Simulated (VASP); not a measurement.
# Y2CF2: band structure with PBE

Y2CF2:

```
Y C F
1.0
     3.62529    0.00000    0.00000
    -1.81264    3.13959    0.00000
     0.00000    0.00000    6.32055
Y C F
2 1 2
Direct
  0.33333 0.66667 0.21315
  0.66667 0.33333 0.78685
  0.00000 0.00000 0.00000
  0.33333 0.66667 0.61428
  0.66667 0.33333 0.38572
```

The cell comes from a database or a generator and needn't be the stable form of this composition.

```yaml
Program: VASP 6.6.1
Task: band structure
Functional: PBE
Potentials_or_basis: VASP PAW PBE potentials, release 64 (Y_sv, C, F)
Cutoff: 520 eV
k_mesh: 9 × 9 × 4
Occupations: gaussian, width 0.03 eV
Spin: no spin polarisation
Further_INCAR_settings: ALGO = Fast; EDIFF = 1e-07; NBANDS = 28
```

```
Pressure                : 4.7 GPa
Largest force           : 0.125 eV/Å
Band gap on the k mesh  : 1.17 eV, indirect (least direct gap 1.31 eV)
Band gap along the path : 1.12 eV, indirect (least direct gap 1.27 eV)
```

Forces on the atoms (eV/Å):
```
Y    0.000  0.000 -0.125
Y    0.000  0.000  0.125
C    0.000  0.000  0.000
F    0.000  0.000 -0.045
F    0.000  0.000  0.045
```

Levels at the corners of the path, in eV from the valence-band top:
| point | band 16 | band 17 | band 18 | band 19 | band 20 | band 21 | band 22 | band 23 | band 24 | band 25 |
| --- | --- | --- | --- | --- | --- | --- | --- | --- | --- | --- |
| Γ | -6.04 | -6.04 | -1.30 | -0.01 | -0.01 | 3.02 | 3.02 | 3.18 | 4.14 | 5.13 |
| M | -5.68 | -5.59 | -1.56 | -0.42 | -0.15 | 1.12 | 4.44 | 4.97 | 5.41 | 5.62 |
| M | -5.68 | -5.59 | -1.56 | -0.42 | -0.15 | 1.12 | 4.44 | 4.97 | 5.41 | 5.62 |
| K | -5.64 | -5.60 | -1.18 | -1.18 | -0.47 | 2.63 | 3.85 | 3.85 | 5.12 | 6.30 |
| K | -5.64 | -5.60 | -1.18 | -1.18 | -0.47 | 2.63 | 3.85 | 3.85 | 5.12 | 6.30 |
| Γ | -6.04 | -6.04 | -1.30 | -0.01 | -0.01 | 3.02 | 3.02 | 3.18 | 4.14 | 5.13 |
| Γ | -6.04 | -6.04 | -1.30 | -0.01 | -0.01 | 3.02 | 3.02 | 3.18 | 4.14 | 5.13 |
| A | -5.99 | -5.50 | -1.49 | 0.00 | 0.00 | 3.15 | 3.15 | 3.34 | 4.47 | 5.10 |
| A | -5.99 | -5.50 | -1.49 | 0.00 | 0.00 | 3.15 | 3.15 | 3.34 | 4.47 | 5.10 |
| L | -5.70 | -5.61 | -1.35 | -0.52 | -0.20 | 1.59 | 4.19 | 5.55 | 5.57 | 5.91 |
| L | -5.70 | -5.61 | -1.35 | -0.52 | -0.20 | 1.59 | 4.19 | 5.55 | 5.57 | 5.91 |
| H | -5.64 | -5.58 | -1.02 | -1.02 | -0.55 | 3.16 | 4.27 | 4.41 | 4.41 | 5.65 |
| H | -5.64 | -5.58 | -1.02 | -1.02 | -0.55 | 3.16 | 4.27 | 4.41 | 4.41 | 5.65 |
| A | -5.99 | -5.50 | -1.49 | 0.00 | 0.00 | 3.15 | 3.15 | 3.34 | 4.47 | 5.10 |
| L | -5.70 | -5.61 | -1.35 | -0.52 | -0.20 | 1.59 | 4.19 | 5.55 | 5.57 | 5.91 |
| M | -5.68 | -5.59 | -1.56 | -0.42 | -0.15 | 1.12 | 4.44 | 4.97 | 5.41 | 5.62 |
| K | -5.64 | -5.60 | -1.18 | -1.18 | -0.47 | 2.63 | 3.85 | 3.85 | 5.12 | 6.30 |
| H | -5.64 | -5.58 | -1.02 | -1.02 | -0.55 | 3.16 | 4.27 | 4.41 | 4.41 | 5.65 |

Run time: 2.7 min on 2 MPI ranks on Intel(R) Xeon(R) Platinum 8488C (Sapphire Rapids), with other jobs on the host, peak memory 0.27 GiB a rank.

As with any semilocal functional, this PBE gap is likely too small.
